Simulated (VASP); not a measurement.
# RbSnS (P4/mmm) in VASP: reference runs

How does RbSnS come out in PBE? The cell is run as given.

Program: VASP 6.6.1. These are calculated values, not measurements. Logs are shortened: lines on timing, memory, paths and dates and some standing lists are left out, and cuts for length are marked.

## (1) The crystal as given

The structure is tetragonal, space group P4/mmm (No. 123). The conventional cell has a = 4.649 Å, b = 4.649 Å, c = 5.329 Å, α = 90.00°, β = 90.00°, γ = 90.00°. Rb (site symmetry 4/mmm) has 4 S at 3.29 Å as nearest neighbours. Around Sn (site symmetry 4/mmm) lie 2 S at 2.66 Å. S (site symmetry 4/mmm) is surrounded by 2 Sn at 2.66 Å.

The cell was built by a generator and needn't be a form met in nature.

## (2) Single point, PBE

File INCAR:

```
ALGO     = Normal         # electronic algorithm
EDIFF    = 1E-7           # SCF threshold, eV
ENCUT    = 520            # plane-wave cutoff, eV
GGA      = PE             # functional
ISIF     = 2              # what is computed and relaxed
ISMEAR   = -1             # smearing method
LASPH    = True           # aspherical terms in the spheres
LCHARG   = False          # write CHGCAR
LREAL    = False          # projectors in reciprocal space
LWAVE    = False          # write WAVECAR
NBANDS   = 22             # bands
NELM     = 80             # most SCF steps
PREC     = Accurate       # precision mode
SIGMA    = 0.05           # smearing width, eV
```

File KPOINTS:

```
k-points
0
Gamma
  6 6 5
```

File POSCAR:

```
RbSnS
1.0
    4.6491600000      0.0000000000      0.0000000000
    0.0000000000      4.6491600000      0.0000000000
    0.0000000000      0.0000000000      5.3285700000
Rb Sn S
1 1 1
Direct
    0.0000000000      0.0000000000      0.0000000000
    0.5000000000      0.5000000000      0.5000000000
    0.5000000000      0.5000000000      0.0000000000
```

Potentials or basis: VASP PAW PBE potentials, release 64 (Rb_sv, Sn_d, S).

Started as:

```
$ cat potpaw_PBE.64/Rb_sv/POTCAR potpaw_PBE.64/Sn_d/POTCAR potpaw_PBE.64/S/POTCAR > POTCAR
$ mpirun -np 1 vasp_std > vasp.out
```

OUTCAR:

```text
EDIFF = 1E-7
   ENCUT = 520
   GGA = PE
   ISIF = 2
   ISMEAR = -1
   LASPH = True
   LREAL = False
   NELM = 80
   PREC = Accurate

 ion  position               nearest neighbor table
   1  0.000  0.000  0.000-   3 3.29   3 3.29   3 3.29   3 3.29   2 4.23   2 4.23   2 4.23   2 4.23
                             2 4.23   2 4.23   2 4.23   2 4.23
   2  0.500  0.500  0.500-   3 2.66   3 2.66   1 4.23   1 4.23   1 4.23   1 4.23   1 4.23   1 4.23
                             1 4.23   1 4.23
   3  0.500  0.500  0.000-   2 2.66   2 2.66   1 3.29   1 3.29   1 3.29   1 3.29

  LATTYP: Found a simple tetragonal cell.
 ALAT       =     4.6491600000
 C/A-ratio  =     1.1461360762

  Lattice vectors:

 A1 = (   4.6491600000,   0.0000000000,   0.0000000000)
 A2 = (   0.0000000000,   4.6491600000,   0.0000000000)
 A3 = (   0.0000000000,   0.0000000000,   5.3285700000)

Analysis of symmetry for initial positions (statically):
=====================================================================
 Subroutine PRICEL returns:
 Original cell was already a primitive cell.

 Routine SETGRP: Setting up the symmetry group for a
 simple tetragonal supercell.

 Subroutine GETGRP returns: Found 16 space group operations
 (whereof 16 operations were pure point group operations)
 out of a pool of 16 trial point group operations.

The static configuration has the point symmetry D_4h.

Analysis of symmetry for dynamics (positions and initial velocities):
=====================================================================
 Subroutine PRICEL returns:
 Original cell was already a primitive cell.

 Routine SETGRP: Setting up the symmetry group for a
 simple tetragonal supercell.

 Subroutine GETGRP returns: Found 16 space group operations
 (whereof 16 operations were pure point group operations)
 out of a pool of 16 trial point group operations.

The dynamic configuration has the point symmetry D_4h.

 Subroutine INISYM returns: Found 16 space group operations
 (whereof 16 operations are pure point group operations),
 and found     1 'primitive' translations

----------------------------------------------------------------------------------------

                                     Primitive cell

  volume of cell :     115.1754

  direct lattice vectors                    reciprocal lattice vectors
     4.649160000  0.000000000  0.000000000     0.215092619  0.000000000  0.000000000
     0.000000000  4.649160000  0.000000000     0.000000000  0.215092619  0.000000000
     0.000000000  0.000000000  5.328570000     0.000000000  0.000000000  0.187667611
[... 86 lines left out ...]
   EDIFF  = 0.1E-06   stopping-criterion for ELM
   LREAL  =      F    real-space projection
   EDIFFG = 0.1E-05   stopping-criterion for IOM
   NSW    =      0    number of steps for IOM
   IBRION =     -1    ionic relax: 0-MD 1-quasi-New 2-CG
   NFREE  =      0    steps in history (QN), initial steepest desc. (CG)
   ISIF   =      2    stress and relaxation
   ISYM   =      2    0-nonsym 1-usesym 2-fastsym
   POTIM  = 0.5000    time-step for ionic-motion
   TEBEG  =    0.0;   TEEND  =   0.0 temperature during run
   PSTRESS=    0.0 pullay stress
   NELECT =      29.0000    total number of electrons
   NUPDOWN=      -1.0000    fix difference up-down
   EMIN   =  10.00;   EMAX   =-10.00  energy-range for DOS
   EFERMI =   0.00;   METHOD = LEGACY
   ISMEAR =    -1;   SIGMA  =   0.05  broadening in eV -4-tet -1-fermi 0-gaus
   EFERMI_NEDOS =   21; number of points for ismear=-14 and -15
   IALGO  =     38    algorithm
   IMIX   =      4    mixing-type and parameters
     AMIX     =   0.40;   BMIX     =  1.00
     AMIX_MAG =   1.60;   BMIX_MAG =  1.00
  volume/ion in A,a.u.               =      38.39       259.08
  Fermi-wavevector in a.u.,A,eV,Ry     =   1.033763  1.953529 14.540080  1.068666
  Thomas-Fermi vector in A             =   2.168025
   LORBIT       =      0    0 simple, 1 ext, 2 COOP (PROOUT), +10 PAW based schemes
   GGA     = PE    functional components
   LHFCALC =     F    Hartree Fock is set to
   AEXX    =    0.0000 exact exchange contribution
   IVDW    =     0    specifies the selected vdW correction
   LEPSILON=     F    determine dielectric tensor
   LRPA    =     F    only Hartree local field effects (RPA)
 non-spin polarized calculation
  energy-cutoff  :      520.00
  volume of cell :      115.18
 maximum number of plane-waves:      3128
 NGX is ok and might be reduce to    36
   NGX = 17   NGY = 17   NGZ = 19

 number of electron      28.9999996 magnetization

 Free energy of the ion-electron system (eV)
  ---------------------------------------------------
  ext. energy  EPLUGINS =         0.00000000
  ---------------------------------------------------
  free energy    TOTEN  =        -9.99370773 eV

  energy without entropy =       -9.97945333  energy(sigma->0) =       -9.98658053

 E-fermi :   2.1193     XC(G=0):  -7.7296

 val. band max:        2.0460146101   @ k =   0.3333   0.3333   0.4000
 cond. band min:       2.1227607888   @ k =   0.5000   0.3333   0.2000
 fundamental gap:      0.0767461787
 Fermi energy:         2.1193221741

 k-point     1 :       0.0000    0.0000    0.0000
  band No.  band energies     occupation
      1     -24.6328      2.00000
      2     -19.4347      2.00000
      3     -19.4336      2.00000
      4     -19.3655      2.00000
      5     -19.3489      2.00000
      6     -19.3489      2.00000
[... 589 lines left out ...]
     21       8.1702      0.00000
     22       8.8644      0.00000

 [... further k-points ...]

------------------------ aborting loop because EDIFF is reached ----------------------------------------

  FORCE on cell =-STRESS in cart. coord.  units (eV):
  Direction    XX          YY          ZZ          XY          YZ          ZX
  --------------------------------------------------------------------------------------
  -------------------------------------------------------------------------------------
  Total        0.1244995      0.1244995      0.9069801      0.0000000      0.0000000      0.0000000
  in kB        1.7318835      1.7318835     12.6167846      0.0000000      0.0000000      0.0000000
  external PRESSURE =       5.3601839 kB  Pullay stress =       0.0000000 kB

 VOLUME and BASIS-vectors are now :
 -----------------------------------------------------------------------------
  energy-cutoff  :      520.00
  volume of cell :      115.18
      direct lattice vectors                 reciprocal lattice vectors
     4.649160000  0.000000000  0.000000000     0.215092619  0.000000000  0.000000000
     0.000000000  4.649160000  0.000000000     0.000000000  0.215092619  0.000000000
     0.000000000  0.000000000  5.328570000     0.000000000  0.000000000  0.187667611

 POSITION                                       TOTAL-FORCE (eV/Angst)
 -----------------------------------------------------------------------------------
      0.00000      0.00000      0.00000         0.000000      0.000000      0.000000
      2.32458      2.32458      2.66429         0.000000      0.000000      0.000000
      2.32458      2.32458      0.00000         0.000000      0.000000      0.000000
 -----------------------------------------------------------------------------------
    total drift:                                0.000000      0.000000      0.000000

  FREE ENERGIE OF THE ION-ELECTRON SYSTEM (eV)
  ---------------------------------------------------
  free  energy   TOTEN  =        -9.9937077311 eV

  energy  without entropy=       -9.9794533279  energy(sigma->0) =       -9.98658053
```

OSZICAR:

```text
N       E                     dE             d eps       ncg     rms          rms(c)
DAV:   1     0.235979141070E+03    0.23598E+03   -0.13195E+04  1332   0.136E+03
DAV:   2     0.165961786014E+02   -0.21938E+03   -0.20672E+03  1376   0.351E+02
DAV:   3    -0.986696031931E+01   -0.26463E+02   -0.25930E+02  1638   0.114E+02
DAV:   4    -0.110612919438E+02   -0.11943E+01   -0.11903E+01  1934   0.252E+01
DAV:   5    -0.111018463415E+02   -0.40554E-01   -0.40541E-01  1884   0.384E+00    0.631E+00
DAV:   6    -0.100281260437E+02    0.10737E+01   -0.30393E+00  1728   0.705E+00    0.492E+00
DAV:   7    -0.100047019049E+02    0.23424E-01   -0.50591E-01  1670   0.246E+00    0.223E+00
DAV:   8    -0.999786726720E+01    0.68346E-02   -0.84030E-02  1562   0.141E+00    0.526E-01
DAV:   9    -0.999383650819E+01    0.40308E-02   -0.64151E-02  1624   0.878E-01    0.384E-01
DAV:  10    -0.999337810776E+01    0.45840E-03   -0.55740E-03  1618   0.292E-01    0.163E-01
DAV:  11    -0.999369776219E+01   -0.31965E-03   -0.11032E-03  1566   0.160E-01    0.921E-02
DAV:  12    -0.999370715471E+01   -0.93925E-05   -0.45596E-05  1776   0.382E-02    0.181E-02
DAV:  13    -0.999370661431E+01    0.54039E-06   -0.41822E-05  1906   0.270E-02    0.606E-03
DAV:  14    -0.999370763814E+01   -0.10238E-05   -0.44723E-06  1560   0.125E-02    0.567E-03
DAV:  15    -0.999370773105E+01   -0.92914E-07   -0.37175E-07  1652   0.355E-03
   1 F= -.99937077E+01 E0= -.99865805E+01  d E =-.142544E-01
```

It took 56 s on 1 thread of Intel Xeon Platinum 8375C at 2.90GHz (Ice Lake), shared host; peak memory 0.26 GiB.

Results:

| Quantity | Value |
| --- | --- |
| Free energy | -9.9937 eV |
| Pressure | 0.5 GPa |
| Band gap on the k mesh | none (metal or under the smearing width) |
